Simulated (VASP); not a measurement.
HfGe$_{2}$ (relaxed from the AlB2 structure, space group P6/mmm): computed properties

Calculation: PBEsol GGA, VASP's PBE PAW potentials (set 64) (plane waves; VASP 6.6.1).

For HfGe2, the space group is P6/mmm (191) and the cell comes out as a = 4.3227 Å, b = 4.3227 Å, c = 3.3595 Å, α = 90.00°, β = 90.00°, γ = 120.00°. The volume per atom is 18.12 Å³/atom and the band gap (over mesh and band path) is none (metal, semimetal or under 0.01 eV). The density comes out as 9.89 g/cm³, the optical Γ-point spectrum comes out as 81, 86 (×2), 120, 247 (×2) cm⁻¹ and the C11 comes out as 163 GPa. The C12 is 118 GPa and the C13 comes out as 63.3 GPa. The C33 is 152 GPa and the C44 is -40.6 GPa. The C66 comes out as 22.1 GPa.

```xyz
3
Lattice="4.3227 0.0000 0.0000 -2.1613 3.7435 0.0000 0.0000 0.0000 3.3595" Properties=species:S:1:pos:R:3 pbc="T T T"
Hf     0.0000     0.0000     0.0000
Ge     0.0000     2.4957     1.6798
Ge     2.1613     1.2478     1.6798
```

Finite-difference elastic constants of metals are sensitive to mesh and smearing; shear constants can be off by tens of GPa. Unless said otherwise, spin-orbit coupling is left out, though it shifts the bands of the heavy elements here.

The structure was generated: HfGe2 was put into the AlB2 type (P6/mmm), which need not be its known phase. It was relaxed first, which changed the volume by -34 %. Symmetry was kept, so distortions that lower it aren't found.
